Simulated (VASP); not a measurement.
Write the native input for VASP 6.6.1 that does the following.

```yaml
Task: relaxation of the atoms
Functional: PBEsol
Potentials_or_basis: VASP PAW PBE potentials, release 64 (Te, P)
Cutoff: 520 eV
k_mesh: 8 × 8 × 8
Occupations: gaussian, width 0.05 eV
Spin: no spin polarisation
Further_INCAR_settings: ALGO = Fast; EDIFF = 1e-06; IBRION = 2; EDIFFG = -0.01; NSW = 40
```

The structure of TeP lies in POSCAR:

```
TeP
1.0
   -2.2492180000      2.2492180000      3.0008357100
    2.2492180000     -2.2492180000      3.0008357100
    2.2492180000      2.2492180000     -3.0008357100
Te P
1 1
Direct
    0.0000000000      0.0000000000      0.0000000000
    0.2500000000      0.7500000000      0.5000000000
```

The cell was built by a generator and needn't be a form met in nature.

These files were run (other wordings do the same):

INCAR

```
PREC     = Accurate       # precision mode
ENCUT    = 520            # plane-wave cutoff, eV
EDIFF    = 1E-6           # SCF threshold, eV
ISMEAR   = 0              # smearing method
SIGMA    = 0.05           # smearing width, eV
LREAL    = F              # projectors in reciprocal space
LASPH    = T              # aspherical terms in the spheres
NELM     = 80             # most SCF steps
ALGO     = Fast           # electronic algorithm
ISIF     = 2              # what is computed and relaxed
LWAVE    = F              # write WAVECAR
LCHARG   = F              # write CHGCAR
GGA      = PS             # functional
IBRION   = 2              # ionic algorithm
NSW      = 40             # ionic steps
EDIFFG   = -0.01          # ionic threshold
```

KPOINTS

```
Automatic mesh
0
Gamma
  8 8 8
```

Potentials or basis: VASP PAW PBE potentials, release 64 (Te, P).

Launch:

```sh
$ cat potpaw_PBE.64/Te/POTCAR potpaw_PBE.64/P/POTCAR > POTCAR
$ mpirun -np 1 vasp_std > vasp.out
```

Results of the run:

* Pressure after relaxing: 1.1 GPa
* Band gap on the k mesh: none (metal or under the smearing width)

Caveat: the relaxation stopped at its first step, so nothing moved; the PAW data sets were made with another functional, which shifts forces and pressure a little.

Wall time 13 s on 1 thread of Intel(R) Xeon(R) 6975P-C (Granite Rapids), with other jobs on the host, peak memory 0.22 GiB.
